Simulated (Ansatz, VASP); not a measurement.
## One calculation of KMgH3, two programs

INCAR

```
SYSTEM = KMgH3
  ALGO = Normal
  EDIFF = 1E-7
  ENCUT = 520
  ISIF = 2
  ISMEAR = 0
  LASPH = .TRUE.
  LCHARG = .FALSE.
  LREAL = .FALSE.
  LWAVE = .FALSE.
  NBANDS = 15
  NELM = 100
  PREC = Accurate
  SIGMA = 0.05
```

Contents of KPOINTS:

```
k-points
0
G
  8 8 8
  0 0 0
```

POSCAR

```
KMgH3
1.0
    4.0250000000      0.0000000000      0.0000000000
    0.0000000000      4.0250000000      0.0000000000
    0.0000000000      0.0000000000      3.8237500000
K Mg H
1 1 3
Direct
    0.0000000000      0.0000000000      0.0000000000
    0.5000000000      0.5000000000      0.5000000000
    0.0000000000      0.5000000000      0.5000000000
    0.5000000000      0.0000000000      0.5000000000
    0.5000000000      0.5000000000      0.0000000000
```

Input for Ansatz:

```yaml
crystal:
  lattice:
    - [4.025, 0.0, 0.0]
    - [0.0, 4.025, 0.0]
    - [0.0, 0.0, 3.82375]
  atoms:
    - { symbol: K, position: [0.0, 0.0, 0.0] }
    - { symbol: Mg, position: [0.5, 0.5, 0.5] }
    - { symbol: H, position: [0.0, 0.5, 0.5] }
    - { symbol: H, position: [0.5, 0.0, 0.5] }
    - { symbol: H, position: [0.5, 0.5, 0.0] }
basis:
  ecutwfc: 420
kpoints:
  mp_grid: { grid: [8, 8, 8] }
hamiltonian:
  xc: lda
scf:
  occupations: { method: gaussian, width: 0.05 }
output:
  forces: true
  stress: true
  eigenvalues: true
```

Change from the starting cell: strain +0.000 along x and y, -0.050 along z, atoms carried along.

Alike in both runs: task single point; functional LDA; k mesh 8 × 8 × 8; occupations gaussian, width 0.05 eV; no spin polarisation.

|  | VASP | Ansatz |
| --- | --- | --- |
| version | VASP 6.6.1 | Ansatz 0.2.0 |
| potentials or method | VASP PAW LDA potentials, release 64 (K_sv, Mg, H) | scalar-relativistic, plane waves, PAW |
| plane-wave cutoff (eV) | 520 | 420 |
| valence electrons in the cell | 14 | 22 |

Ansatz gave:

```
gap on the k mesh at the Fermi level (eV)       : 2.23
least direct gap on the mesh (eV)               : 4.43
pressure (GPa)                                  : -1.2
largest component of the traceless stress (GPa) : 1.92
```

**Question.** Which values does VASP return?

**Answer.** gap on the k mesh at the Fermi level (eV): 2.23; least direct gap on the mesh (eV): 4.44; pressure (GPa): -1.4; largest component of the traceless stress (GPa): 1.93.

The two sets of potentials don't hold the same shells in valence.

A k mesh can miss the band edges.
